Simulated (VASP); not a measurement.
HoO:

```
Ho O
1.0
     3.06403    0.00000    0.00000
    -1.53202    2.65353    0.00000
     0.00000    0.00000    2.99034
Ho O
1 1
Direct
  0.00000 0.00000 0.00000
  0.66667 0.33333 0.50000
```

The cell comes from a database or a generator and needn't be the stable form of this composition.

Base run:

```yaml
Program: VASP 6.6.1
Functional: r2SCAN
Potentials_or_basis: VASP PAW PBE potentials, release 64 (Ho, O)
Cutoff: 520 eV
k_mesh: 7 × 7 × 6
Occupations: gaussian, width 0.05 eV
Spin: no spin polarisation
Hubbard_terms: Ho f U = 4 eV
```

Its results: band gap on the k mesh none (metal or under the smearing width); pressure 27.9 GPa.

Q: The run is repeated on the same cell with these changes: spin from no spin polarisation to collinear spin, random start; further incar settings from ALGO = Normal; EDIFF = 1e-07 to ALGO = Normal; EDIFF = 1e-06. What comes out?

A: Band gap on the k mesh none (metal or under the smearing width); pressure 28.4 GPa; net moment -3.74 μB per cell; site moments Ho -3.81; O +0.04 μB.

Caveats: the PAW data sets were made with another functional, which shifts forces and pressure a little; an odd number of electrons without spin polarisation forces a metal (some runs); a magnetic or distorted state may lie lower (some runs); U without spin polarisation on a metal has little footing (some runs); the magnetic or orbital state may not be the lowest (some runs); a pressure of tens of GPa on the cell as given is suspect, and the run, the potentials or the cell itself is likely at fault (some runs); spin-orbit coupling is left out, which moves the levels of the heavy elements (some runs).

Not every run made on this cell is shown here.
